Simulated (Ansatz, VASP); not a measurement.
# PbO in two plane-wave programs, part 2 of 2

Wanted: the spread between two codes on one cell, functional and k mesh. The cell is generated by rule, not measured, and may not be a known phase. The cell is taken from a series of runs on this material, whose earlier steps may have relaxed, scaled, displaced or heated it; both programs get it as it stands.

VASP 6.6.1 and Ansatz 0.2.0.

So far: The starting structure; Ansatz: relaxation of cell and atoms, LDA, pair 1; VASP: relaxation of cell and atoms, LDA, pair 1; Side by side.

## 5. VASP: relaxation of cell and atoms, LDA, pair 2

Level of this step: LDA; plane waves and PAW (Pb_d, O); invented cell (VASP).

The relaxed volume is the usual yardstick between codes: in a stiff, nearly cubic crystal its relative difference is about their pressure difference at one cell divided by the bulk modulus. Its start cell is another than that of the pair before, and may be another structure of the material.

File INCAR:

```
SYSTEM = PbO
PREC = Accurate
ENCUT = 600
EDIFF = 1E-07
NELM = 120
ISMEAR = 0
SIGMA = 0.01
LREAL = .FALSE.
ALGO = Normal
GGA = PW92
NBANDS = 16
LORBIT = 11
LWAVE = .FALSE.
LCHARG = .FALSE.
ISIF = 3
IBRION = 2
NSW = 80
EDIFFG = -0.005
LASPH = .TRUE.
GGA_COMPAT = .FALSE.
NELMIN = 4
EFERMI = MIDGAP
KPAR = 2
```

File POSCAR:

```
PbO
1.0
    3.1639390000      0.0000000000      0.0000000000
    0.0000000000      3.1639390000      0.0000000000
    0.0000000000      0.0000000000      3.3984840000
Pb O
1 1
Direct
    0.0000000000      0.0000000000      0.0463544922
    0.5000000000      0.5000000000      0.3207294782
```

File KPOINTS:

```
Automatic mesh
0
Gamma
8 8 8
0 0 0
```

PAW data sets: Pb_d and O (LDA family, release 64).

On the command line:

```console
mpirun -np 2 vasp_std
```

Numbers of over 12 decimals in the logs are rounded to 6 here.

Log:

```text
[banner, memory and clock lines left out]
running    2 mpi-ranks, on    1 nodes
[...]
[... a notice as in an earlier step ...]

 LDA part: xc-table for (Slater(with rela. corr.)+PW92), standard interpolation
 POSCAR, INCAR and KPOINTS ok, starting setup
[...]
entering main loop
       N       E                     dE             d eps       ncg     rms          rms(c)
DAV:   1     0.176223448789E+03    0.17622E+03   -0.11337E+04  2408   0.171E+03
DAV:   2    -0.119404531702E+01   -0.17742E+03   -0.16921E+03  2656   0.402E+02
DAV:   3    -0.133484575161E+02   -0.12154E+02   -0.12101E+02  3008   0.106E+02
DAV:   4    -0.135838883742E+02   -0.23543E+00   -0.23538E+00  2728   0.159E+01
[...]
DAV:  12    -0.115047452232E+02    0.15577E-04   -0.58915E-05  2816   0.669E-02    0.652E-03
DAV:  13    -0.115047445940E+02    0.62926E-06   -0.16398E-06  3096   0.154E-02    0.169E-03
DAV:  14    -0.115047445680E+02    0.25952E-07   -0.19728E-07  2296   0.432E-03
   1 F= -.11504745E+02 E0= -.11504745E+02  d E =-.115047E+02
[... from here on, the cycles between the ionic steps are left out ...]
   2 F= -.11504759E+02 E0= -.11504759E+02  d E =-.147552E-04
   3 F= -.11504778E+02 E0= -.11504778E+02  d E =-.335641E-04
   4 F= -.11504778E+02 E0= -.11504778E+02  d E =-.335547E-04
   5 F= -.11504782E+02 E0= -.11504782E+02  d E =-.371209E-05
   6 F= -.11504786E+02 E0= -.11504786E+02  d E =-.803037E-05
[...]
reached required accuracy - stopping structural energy minimisation
```

OUTCAR, selected parts (step 5):

```text
  Total       -0.0004063     -0.0004063      0.0022671      0.0000000      0.0000000      0.0000000
  in kB       -0.0191289     -0.0191289      0.1067296      0.0000000      0.0000000      0.0000000
  external PRESSURE =       0.0228240 kB  Pullay stress =       0.0000000 kB

 POSITION                                       TOTAL-FORCE (eV/Angst)
 -----------------------------------------------------------------------------------
      0.00000      0.00000      0.15659        -0.000000      0.000000     -0.002980
      1.58311      1.58311      1.08957         0.000000      0.000000      0.002980
 -----------------------------------------------------------------------------------
    total drift:                               -0.000000      0.000000     -0.000165

  FREE ENERGIE OF THE ION-ELECTRON SYSTEM (eV)
  ---------------------------------------------------
  free  energy   TOTEN  =       -11.5047861531 eV

  energy  without entropy=      -11.5047861531  energy(sigma->0) =      -11.50478615

[... 1 part as in an earlier step ...]

[... 3 further parts left out ...]
[key lines of the parts left out:]
E-fermi :   6.6398
```

The run keeps the 8 symmetry operations of its start, so it cannot find a distortion of lower symmetry.

## 6. Ansatz: relaxation of cell and atoms, LDA, pair 2

The same cell, functional (in two slightly different forms) and mesh now go to Ansatz, which takes its cutoff from its data sets.

The cell is taken from a series of runs on this material, whose earlier steps may have relaxed, scaled, displaced or heated it; both programs get it as it stands.

File input.yaml:

```yaml
crystal:
  lattice:
    - [3.1639393889, 0.0, 0.0]
    - [0.0, 3.1639393889, 0.0]
    - [0.0, 0.0, 3.3984836718]
  atoms:
    - { symbol: Pb, position: [0.0, 0.0, 0.0463546057] }
    - { symbol: O, position: [0.5, 0.5, 0.3207294084] }
kpoints:
  mp_grid: { grid: [8, 8, 8] }
hamiltonian:
  xc: lda
scf:
  occupations: { method: fixed }
output:
  forces: true
  stress: true
  eigenvalues: true
relax:
  adjacent_minimum: "off"
  f_tol: 0.001
  max_steps: 60
  cell: { stress_tol: 0.01 }
```

On the command line:

```console
ansatz run input.yaml --threads 4 --pin off --max-ram 7168MiB --backend cpu --events-out ev --progress --plain --runs-dir out
```

Log:

```text
[...]
Crystal: 2 atoms, lattice volume = 34.021 Å³
Basis set: ecut = 420 eV, 675 PW (Γ)
Bands: 14, of which v1, the nominal top of the filled ones, is band 10 counted from 1 (9 counted from 0)
Symmetry: 8 space group operations
[...]
k-points: 75 of 512 (time reversal used)
[...]
k-point 74: bands = [... 6 lower, 6.1148, 6.1148, 6.4009, 8.0953, 11.4439, 13.0837, 13.0837, 21.8594]
--- Relaxed structure (4 steps of the walk, 4 accepted, 2 SCFs on fresh bases) ---
[...]
cell:  # Å, volume = 34.0525 Å³
    - [3.164363, 0.0, 0]
    - [0.0, 3.164363, 0.0]
    - [0, 0.0, 3.400768]
  atoms:
    - { symbol: Pb, position: [0, 0.0, 0.046664] }
    - { symbol: O, position: [0.5, 0.5, 0.320420] }
[key lines of the parts left out:]
SCF converged after 6 iterations
Free energy (F): -12156.588076 eV
Fermi energy:    10.170298 eV
P = ⅓ Tr σ = 0.0001 GPa (0.001 kbar)
```

## 7. Comparison

What differs besides the data sets and the points named for the pairs above, as far as they apply: fixed occupations in Ansatz, narrow Gaussian smearing in VASP. Total energies have different zeros and are not compared.

The two programs side by side:

| quantity | Ansatz | VASP | difference |
| --- | --- | --- | --- |
| volume (Å³) | 34.05 | 34.03 | +0.06 % |
| edge a after relaxation, in the typed setting (Å) | 3.164 | 3.166 | -0.06 % |
| edge c after relaxation, in the typed setting (Å) | 3.401 | 3.395 | +0.18 % |

## 8. VASP: relaxation of cell and atoms, LDA, pair 3

The relaxed volume is the usual yardstick between codes: in a stiff, nearly cubic crystal its relative difference is about their pressure difference at one cell divided by the bulk modulus.

Edit INCAR of step 5 so:

```diff
@@ -21,3 +21,2 @@
 NELMIN = 4
-EFERMI = MIDGAP
 KPAR = 2
```

File POSCAR:

```
PbO
1.0
    3.4589880000      0.0000000000      0.0000000000
   -1.7294940000      2.9955710000      0.0000000000
    0.0000000000      0.0000000000      3.2210530000
Pb O
1 1
Direct
    0.0000000000      0.0000000000      0.0000000000
    0.3333333333      0.6666666667      0.5000000000
```

File KPOINTS:

```
Automatic mesh
0
Gamma
15 15 14
0 0 0
```

On the command line:

```console
mpirun -np 2 vasp_std
```

Log:

```text
[... set-up lines as in an earlier step ...]
 entering main loop
       N       E                     dE             d eps       ncg     rms          rms(c)
DAV:   1     0.174956848642E+03    0.17496E+03   -0.11538E+04  6968   0.169E+03
DAV:   2    -0.155815945317E+01   -0.17652E+03   -0.16892E+03  7544   0.394E+02
DAV:   3    -0.134957497328E+02   -0.11938E+02   -0.11884E+02  8632   0.105E+02
DAV:   4    -0.137192155640E+02   -0.22347E+00   -0.22342E+00  8416   0.154E+01
[...]
DAV:  12    -0.116465662487E+02    0.14073E-04   -0.42295E-05  9992   0.707E-02    0.485E-03
DAV:  13    -0.116465661154E+02    0.13332E-06   -0.25547E-06  8904   0.163E-02    0.249E-03
DAV:  14    -0.116465660690E+02    0.46373E-07   -0.16070E-07  7976   0.629E-03
   1 F= -.11646566E+02 E0= -.11646563E+02  d E =-.116466E+02
[...]
N       E                     dE             d eps       ncg     rms          rms(c)
DAV:   1    -0.116474468132E+02   -0.88070E-03   -0.25399E-02  8720   0.295E+00    0.183E-01
[...]
DAV:   4    -0.116465863283E+02    0.25029E-04   -0.10161E-04  9304   0.157E-01    0.774E-03
DAV:   5    -0.116465857010E+02    0.62734E-06   -0.87829E-06  8232   0.379E-02    0.270E-03
DAV:   6    -0.116465855826E+02    0.11838E-06   -0.12488E-06  9984   0.169E-02    0.727E-04
DAV:   7    -0.116465855902E+02   -0.76038E-08   -0.78193E-08  4408   0.300E-03
   2 F= -.11646586E+02 E0= -.11646583E+02  d E =-.195212E-04
 trial-energy change:   -0.000020  1 .order   -0.000017   -0.000079    0.000044
 step:   0.6638(harm=  0.6407)  dis= 0.00000  next Energy=   -11.646593 (dE=-0.269E-04)
[...]
N       E                     dE             d eps       ncg     rms          rms(c)
DAV:   1    -0.116466902539E+02   -0.10467E-03   -0.28541E-03  8768   0.986E-01    0.615E-02
DAV:   2    -0.116466100635E+02    0.80190E-04   -0.30858E-04  8384   0.234E-01    0.208E-02
DAV:   3    -0.116465959416E+02    0.14122E-04   -0.51365E-05  9592   0.140E-01    0.109E-02
DAV:   4    -0.116465931322E+02    0.28095E-05   -0.11435E-05  9280   0.525E-02    0.261E-03
DAV:   5    -0.116465930573E+02    0.74848E-07   -0.98839E-07  8144   0.127E-02
   3 F= -.11646593E+02 E0= -.11646590E+02  d E =-.269883E-04
[...]
reached required accuracy - stopping structural energy minimisation
```

From OUTCAR (step 8):

```text
  Total       -0.0093005     -0.0093005     -0.0008272      0.0000000      0.0000000      0.0000000
  in kB       -0.4458800     -0.4458799     -0.0396594      0.0000000      0.0000000      0.0000000
  external PRESSURE =      -0.3104731 kB  Pullay stress =       0.0000000 kB

 POSITION                                       TOTAL-FORCE (eV/Angst)
 -----------------------------------------------------------------------------------
      0.00000      0.00000      0.00000        -0.000000     -0.000000      0.000000
     -0.00000      1.99751      1.61191         0.000000      0.000000     -0.000000
 -----------------------------------------------------------------------------------
    total drift:                                0.000001      0.000008     -0.000000

  FREE ENERGIE OF THE ION-ELECTRON SYSTEM (eV)
  ---------------------------------------------------
  free  energy   TOTEN  =       -11.6465930573 eV

  energy  without entropy=      -11.6465873486  energy(sigma->0) =      -11.64659020

[... 1 part as in an earlier step ...]

[... 3 further parts left out ...]
[key lines of the parts left out:]
E-fermi :   7.2242
```

## 9. Ansatz: relaxation of cell and atoms, LDA, pair 3

The same cell, functional (in two slightly different forms) and mesh now go to Ansatz, which takes its cutoff from its data sets.

The cell is taken from a series of runs on this material, whose earlier steps may have relaxed, scaled, displaced or heated it; both programs get it as it stands.

input.yaml, the sections that differ from step 6:

```yaml
crystal:
  lattice:
    - [3.4589875518, 0.0, 0.0]
    - [-1.7294937759, 2.9955710912, 0.0]
    - [0.0, 0.0, 3.221053147]
  atoms:
    - { symbol: Pb, position: [0.0, 0.0, 0.0] }
    - { symbol: O, position: [0.3333333333, 0.6666666667, 0.5] }
kpoints:
  mp_grid: { grid: [15, 15, 14] }
# hamiltonian, scf, output, relax: as in step 6
```

On the command line:

```console
ansatz run input.yaml --threads 4 --pin off --max-ram 7168MiB --backend cpu --events-out ev --progress --plain --runs-dir out
```

Log:

```text
[...]
Crystal: 2 atoms, lattice volume = 33.375 Å³
Basis set: ecut = 420 eV, 653 PW (Γ)
Bands: 14, of which v1, the nominal top of the filled ones, is band 10 counted from 1 (9 counted from 0)
Symmetry: 12 space group operations
[...]
k-points: 216 of 3150 (time reversal used)
[...]
k-point 215: bands = [... 6 lower, 5.6497, 6.3093, 6.3721, 8.2322, 11.1614, 15.3232, 17.1347, 19.6360]
--- Relaxed structure (3 steps of the walk, 2 accepted, 1 SCFs on fresh bases) ---
[...]
cell:  # Å, volume = 33.3860 Å³
    - [3.459407, 0.0, 0.0]
    - [-1.729703, 2.995934, 0.0]
    - [0.0, 0.0, 3.221295]
  atoms:
    - { symbol: Pb, position: [0, -3.700743415524893e-17, 0.0] }
    - { symbol: O, position: [0.333333, 0.666667, 0.500000] }
[key lines of the parts left out:]
SCF converged after 6 iterations
Free energy (F): -12156.729075 eV
Fermi energy:    11.290959 eV
P = ⅓ Tr σ = 0.0016 GPa (0.016 kbar)
```

## 10. Comparison

Both answers:

| quantity | Ansatz | VASP | difference |
| --- | --- | --- | --- |
| volume (Å³) | 33.39 | 33.42 | -0.10 % |
| edge a after relaxation, in the typed setting (Å) | 3.459 | 3.460 | -0.01 % |
| edge c after relaxation, in the typed setting (Å) | 3.221 | 3.224 | -0.08 % |

## 11. Summary of results

```json
{
 "difference in volume (relaxation of cell and atoms, LDA, pair 1)": "-0.16 %",
 "difference in edge c after relaxation, in the typed setting (relaxation of cell and atoms, LDA, pair 2)": "0.18 %",
 "difference in volume (relaxation of cell and atoms, LDA, pair 3)": "-0.10 %"
}
```

In words: The difference in edge c after relaxation, in the typed setting is 0.18 % (relaxation of cell and atoms, LDA, pair 2), within the 1.2 % picked in this series as the mark of a large difference, as far as the stopping tolerances let one tell. 2 further runs of this series are not shown here. Such differences can come from data sets, numerical settings and the points named under the comparisons, not from the functional's error against experiment.

[Lines on the potential files, build, host, timing and source positions are cut from VASP's logs without a mark.]

[Logs are printed without paths, hosts, clocks, repeated set-up lines and the standing remarks that a program may print on its own settings, such as how far it seeks lower states.]

[Hosts, paths, dates, database ids (printed as entryN), source tags and the programs' standing remarks are cut or masked in the printed files.]
